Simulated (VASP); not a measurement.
Computed with PBE GGA, VASP's PBE PAW potentials (set 64) (plane waves; VASP).

A VASP calculation is set up with these files.

### POSCAR
```
CuZn
1
    2.9242930000     0.0000000000     0.0000000000
    0.0000000000     2.9565710000     0.0000000000
    0.0000000000     0.0000000000     2.9631800000
Zn Cu
1 1
Direct
  0.5000000000   0.5000000000   0.5000000000
  0.0231320000   0.0000000000   0.0000000000
```

### KPOINTS
```
Automatic mesh
0
Gamma
11 11 11
0 0 0
```

**INCAR**
```
! general
SYSTEM  = CuZn
PREC    = Accurate
ENCUT   = 500
LREAL   = .False.
LASPH   = .True.

! electronic loop
EDIFF   = 1E-6
NELM    = 100
ALGO    = Normal
LMAXMIX = 4

! smearing
ISMEAR  = 1
SIGMA   = 0.1

! functional
GGA     = PE

! ions
ISIF    = 2

! output
LWAVE   = .False.
LCHARG  = .False.
```

POTCAR, in this order: Zn Cu (PBE.64 set). Program: vasp_std.

What VASP printed:

**OSZICAR**
```
       N       E                     dE             d eps       ncg     rms          rms(c)
DAV:   1     0.109129605951E+03    0.10913E+03   -0.11327E+04  6712   0.248E+03
DAV:   2    -0.319409221438E+01   -0.11232E+03   -0.10933E+03  6508   0.323E+02
DAV:   3    -0.606149303901E+01   -0.28674E+01   -0.28559E+01  8069   0.706E+01
DAV:   4    -0.608051184176E+01   -0.19019E-01   -0.19017E-01  7558   0.506E+00
DAV:   5    -0.608076808632E+01   -0.25624E-03   -0.25624E-03  8567   0.616E-01    0.948E+00
DAV:   6    -0.591442682978E+01    0.16634E+00   -0.16966E+01  6913   0.108E+02    0.597E+00
DAV:   7    -0.500813343853E+01    0.90629E+00   -0.37806E+00  6830   0.103E+02    0.224E+00
DAV:   8    -0.501123809112E+01   -0.31047E-02   -0.18826E-01  8796   0.612E+00    0.126E+00
DAV:   9    -0.500173700496E+01    0.95011E-02   -0.21148E-02  7969   0.382E+00    0.524E-02
DAV:  10    -0.500175200847E+01   -0.15004E-04   -0.51005E-04  8201   0.341E-01    0.261E-02
DAV:  11    -0.500175543091E+01   -0.34224E-05   -0.15178E-05  9476   0.756E-02    0.136E-02
DAV:  12    -0.500175437572E+01    0.10552E-05   -0.78381E-07  4577   0.297E-02    0.171E-03
DAV:  13    -0.500175414886E+01    0.22687E-06   -0.67234E-07  4164   0.229E-02
   1 F= -.50017541E+01 E0= -.50015660E+01  d E =-.564530E-03
```

OUTCAR:
```
------------------------ aborting loop because EDIFF is reached ----------------------------------------
  FORCE on cell =-STRESS in cart. coord.  units (eV):
  Direction    XX          YY          ZZ          XY          YZ          ZX
  --------------------------------------------------------------------------------------
  Total        0.4734797      0.4069160      0.3733412      0.0000000      0.0000000      0.0000000
  in kB       29.6104307     25.4476766     23.3479790      0.0000000      0.0000000      0.0000000
  external PRESSURE =      26.1353621 kB  Pullay stress =       0.0000000 kB
  volume of cell :       25.62
      direct lattice vectors                 reciprocal lattice vectors
     2.924293000  0.000000000  0.000000000     0.341962998  0.000000000  0.000000000
     0.000000000  2.956571000  0.000000000     0.000000000  0.338229659  0.000000000
     0.000000000  0.000000000  2.963180000     0.000000000  0.000000000  0.337475280
 POSITION                                       TOTAL-FORCE (eV/Angst)
 -----------------------------------------------------------------------------------
      1.46215      1.47829      1.48159         0.324200      0.000000      0.000000
      0.06764      0.00000      0.00000        -0.324200      0.000000      0.000000
 -----------------------------------------------------------------------------------
    total drift:                                0.000291      0.000000      0.000008
  FREE ENERGIE OF THE ION-ELECTRON SYSTEM (eV)
  ---------------------------------------------------
  free  energy   TOTEN  =        -5.0017541489 eV

  energy  without entropy=       -5.0011896185  energy(sigma->0) =       -5.00156597
```
(Selected blocks of OUTCAR.)

The compound is CuZn in the CsCl type structure. The cell was not relaxed at this level, atoms are displaced from their ideal sites. The run is one of a series of settings (ENCUT = 500 against the base run), some of them coarse on purpose. The electron count is odd and the run is not spin-polarised, which forces a metal.
